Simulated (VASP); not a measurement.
Level of theory: PBE GGA, VASP's PBE PAW potentials (set 64) (plane waves; VASP).

A VASP calculation is set up with these files.

**INCAR**
```
EDIFF = 1E-7
LREAL = .FALSE.
EDIFFG = -0.01   # ionic stop
IBRION = 2
LASPH = .TRUE.
SIGMA = 0.05
ALGO = Normal   # blocked Davidson
ISMEAR = 0
ISIF = 4   # ions and shape, fixed volume
GGA = PE   # PBE
LCHARG = .FALSE.
ENCUT = 520   # plane-wave cut-off (eV)
LWAVE = .FALSE.
NSW = 30   # most ionic steps
SYSTEM = MgH2
NELM = 100   # most electronic steps
PREC = Accurate
```

File KPOINTS:
```
Automatic mesh
0
Gamma
5 5 7
0 0 0
```

**POSCAR**
```
MgH2
1
    4.4636416744     0.0000000000     0.0000000000
    0.0000000000     4.4636416744     0.0000000000
    0.0000000000     0.0000000000     2.9765687386
Mg H
2 4
Direct
  0.0000000000   0.0000000000   0.0000000000
  0.5000000000   0.5000000000   0.5000000000
  0.3042662271   0.3042662271   0.0000000000
  0.8042662271   0.1957337729   0.5000000000
  0.1957337729   0.8042662271   0.5000000000
  0.6957337729   0.6957337729   0.0000000000
```

POTCAR, in this order: Mg H (PBE.64 set). Program: vasp_std.

Output

File OSZICAR:
```
       N       E                     dE             d eps       ncg     rms          rms(c)
DAV:   1     0.411376324922E+00    0.41138E+00   -0.34618E+03   400   0.776E+02
DAV:   2    -0.183075639115E+02   -0.18719E+02   -0.17632E+02   536   0.828E+01
DAV:   3    -0.188892930026E+02   -0.58173E+00   -0.58173E+00   496   0.195E+01
DAV:   4    -0.188905312155E+02   -0.12382E-02   -0.12382E-02   552   0.954E-01
DAV:   5    -0.188905358985E+02   -0.46829E-05   -0.46829E-05   504   0.421E-02    0.661E+00
DAV:   6    -0.179640921052E+02    0.92644E+00   -0.71017E-01   384   0.511E+00    0.341E+00
DAV:   7    -0.176343722861E+02    0.32972E+00   -0.97575E-01   408   0.650E+00    0.493E-01
DAV:   8    -0.176429574023E+02   -0.85851E-02   -0.18750E-02   416   0.109E+00    0.984E-02
DAV:   9    -0.176427754401E+02    0.18196E-03   -0.79618E-04   568   0.204E-01    0.190E-02
DAV:  10    -0.176427943011E+02   -0.18861E-04   -0.39229E-05   456   0.553E-02    0.107E-02
DAV:  11    -0.176427927420E+02    0.15590E-05   -0.65638E-06   496   0.138E-02    0.180E-03
DAV:  12    -0.176427927410E+02    0.10628E-08   -0.19721E-07   456   0.372E-03
   1 F= -.17642793E+02 E0= -.17642793E+02  d E =-.176428E+02
       N       E                     dE             d eps       ncg     rms          rms(c)
DAV:   1    -0.176430622117E+02   -0.26947E-03   -0.20461E-03   496   0.342E-01    0.197E-02
DAV:   2    -0.176430604369E+02    0.17747E-05   -0.12912E-05   400   0.312E-02    0.122E-02
DAV:   3    -0.176430593640E+02    0.10730E-05   -0.68371E-06   488   0.162E-02    0.127E-03
DAV:   4    -0.176430594249E+02   -0.60890E-07   -0.12885E-07   408   0.291E-03
   2 F= -.17643059E+02 E0= -.17643059E+02  d E =-.266684E-03
       N       E                     dE             d eps       ncg     rms          rms(c)
DAV:   1    -0.176433303115E+02   -0.27095E-03   -0.11056E-02   496   0.795E-01    0.458E-02
DAV:   2    -0.176433216481E+02    0.86634E-05   -0.69671E-05   400   0.725E-02    0.282E-02
DAV:   3    -0.176433168590E+02    0.47891E-05   -0.36603E-05   480   0.376E-02    0.294E-03
DAV:   4    -0.176433170911E+02   -0.23215E-06   -0.69583E-07   400   0.675E-03    0.144E-03
DAV:   5    -0.176433172369E+02   -0.14583E-06   -0.10883E-07   408   0.242E-03    0.151E-04
DAV:   6    -0.176433172384E+02   -0.14129E-08   -0.26775E-09   192   0.457E-04
   3 F= -.17643317E+02 E0= -.17643317E+02  d E =-.524497E-03
```

OUTCAR:
```
------------------------ aborting loop because EDIFF is reached ----------------------------------------
  FORCE on cell =-STRESS in cart. coord.  units (eV):
  Direction    XX          YY          ZZ          XY          YZ          ZX
  --------------------------------------------------------------------------------------
  Total        0.5834263      0.5834263      0.5939175      0.0000000      0.0000000      0.0000000
  in kB       15.7616626     15.7616626     16.0450890      0.0000000      0.0000000      0.0000000
  external PRESSURE =      15.8561381 kB  Pullay stress =       0.0000000 kB
  volume of cell :       59.31
      direct lattice vectors                 reciprocal lattice vectors
     4.454179513 -0.000000000  0.000000000     0.224508239  0.000000000  0.000000000
    -0.000000000  4.454179513  0.000000000     0.000000000  0.224508239  0.000000000
     0.000000000  0.000000000  2.989228619     0.000000000  0.000000000  0.334534466
 POSITION                                       TOTAL-FORCE (eV/Angst)
 -----------------------------------------------------------------------------------
      0.00000      0.00000      0.00000        -0.000000      0.000000      0.000000
      2.22709      2.22709      1.49461        -0.000000      0.000000      0.000000
      1.35445      1.35445      0.00000         0.005297      0.005297     -0.000000
      3.58154      0.87264      1.49461         0.005297     -0.005297      0.000000
      0.87264      3.58154      1.49461        -0.005297      0.005297     -0.000000
      3.09973      3.09973      0.00000        -0.005297     -0.005297      0.000000
 -----------------------------------------------------------------------------------
    total drift:                                0.000000      0.000000     -0.000000
  FREE ENERGIE OF THE ION-ELECTRON SYSTEM (eV)
  ---------------------------------------------------
  free  energy   TOTEN  =       -17.6433172384 eV

  energy  without entropy=      -17.6433172384  energy(sigma->0) =      -17.64331724

 reached required accuracy - stopping structural energy minimisation
```
(Selected blocks of OUTCAR.)

**CONTCAR**
```
MgH2
   1.00000000000000
     4.4541795130488566   -0.0000000000000000    0.0000000000000000
    -0.0000000000000000    4.4541795130488566    0.0000000000000000
     0.0000000000000000    0.0000000000000000    2.9892286187312287
  Mg              H
     2     4
Direct
     0.0000000000000000    0.0000000000000000    0.0000000000000000
     0.5000000000000000    0.5000000000000000    0.5000000000000000
     0.3040856166578041    0.3040856166578041    0.0000000000000000
     0.8040856166578041    0.1959143833421958    0.5000000000000000
     0.1959143833421958    0.8040856166578041    0.5000000000000000
     0.6959143833421959    0.6959143833421959    0.0000000000000000
```

The compound is MgH2 in the rutile structure. This cell is one point of a volume scan, at 0.97 of the reference volume. Symmetry was kept, so distortions that lower it aren't found.
